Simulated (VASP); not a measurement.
VASP runs on SnSe2 (space group Fm-3m) share one base input (PBE GGA, plane waves, VASP's PBE PAW potentials (set 64)) and change the settings named in each case.

### INCAR
```
LREAL = .FALSE.
LMAXMIX = 4
ISMEAR = 0   # Gaussian
LCHARG = .FALSE.
PREC = Accurate
ALGO = Normal
SIGMA = 0.272   # width (eV)
ISIF = 2   # forces and stress, cell fixed
EDIFF = 1E-6   # SCF stop (eV)
LASPH = .TRUE.   # aspherical one-centre terms
GGA = PE   # PBE
ENCUT = 300
SYSTEM = SnSe2
NELM = 100   # most electronic steps
LWAVE = .FALSE.
```

**POSCAR**
```
SnSe2
1.0
  0.0000000000   3.2714330000   3.2714330000
  3.2714330000   0.0000000000   3.2714330000
  3.2714330000   3.2714330000   0.0000000000
Sn Se
1 2
Cartesian
  0.0000000000   0.0000000000   0.0000000000
  1.6357165000   1.6357165000   1.6357165000
  4.9071495000   4.9071495000   4.9071495000
```

File KPOINTS:
```
kpoints
0
G
8 8 8
```

POTCAR, in this order: Sn_d Se (PBE.64 set). Program: vasp_std.

| change | E(σ→0) (eV/atom) | pressure (GPa) | −TS (eV) |
|---|---|---|---|
| base run | -3.4160 | 10.45 | -0.1027 |
| GGA removed, POTCAR Sn_d Se (LDA.64 set) | -4.1552 | 5.27 | -0.1019 |
| GGA_COMPAT = .FALSE., LNONCOLLINEAR = .TRUE., LSORBIT = .TRUE., MAGMOM = 0.0 0.0 0.0 0.0 0.0 0.0 0.0 0.0 0.0, program vasp_ncl | -3.4504 | [?] | [?] |
| KPOINTS 1×1×1 Γ-centred mesh | -1.0251 | 48.19 | -0.4196 |

Q: Complete the blanks.

A: 
- GGA_COMPAT = .FALSE., LNONCOLLINEAR = .TRUE., LSORBIT = .TRUE., MAGMOM = 0.0 0.0 0.0 0.0 0.0 0.0 0.0 0.0 0.0, program vasp_ncl, pressure (GPa): 10.54
- GGA_COMPAT = .FALSE., LNONCOLLINEAR = .TRUE., LSORBIT = .TRUE., MAGMOM = 0.0 0.0 0.0 0.0 0.0 0.0 0.0 0.0 0.0, program vasp_ncl, −TS (eV): -0.0998

Energies of different potentials or functionals have different zeros.  Unless said otherwise, spin-orbit coupling is left out, though it shifts the bands of the heavy elements here. At 300 eV the pressure can carry a Pulay error.

Left out are runs that ran out of time, are held back, or changed the cell or the kind of run, fixed moments of cells without a moment, rows past the twelfth, gaps on odd meshes, pressures of charged cells and columns that move by less than the noise.

The structure was generated: SnSe2 was put into an ordered model structure, which need not be its known phase. The cell was not relaxed at this level, its lattice was scaled by up to 2.5 %.
